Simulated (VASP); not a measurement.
Here is the system:

```yaml
crystal:
  lattice:
    - [0.00000, 2.47929, 2.47929]
    - [2.47929, 0.00000, 2.47929]
    - [2.47929, 2.47929, 0.00000]
  atoms:
    - { symbol: Gd, position: [0.00000, 0.00000, 0.00000] }
    - { symbol: N, position: [0.50000, 0.50000, 0.50000] }
```

The numbers are results of revTPSS meta-GGA, VASP's PBE PAW potentials (set 64) (plane waves; VASP), not measurements. Run with 520 eV cut-off, 11×11×11 Γ-centred mesh, first-order Methfessel-Paxton smearing of 0.10 eV, potentials Gd_3 N.

The 4f electrons are frozen in the core of the lanthanide potential, so 4f levels, which can set the real gap, and their magnetism are missing.

Estimate the energy per atom (σ→0), band gap (on the k-mesh) with the smallest direct gap where there is one.

- band gap (on the k-mesh): none (metal, semimetal or under 0.01 eV)
- energy per atom (σ→0): 6.192 eV/atom

Total energies compare only between runs with the same potentials, cut-off and functional.

The compound is GdN in the rock salt structure. It was relaxed first. The start is the result of an earlier pass.
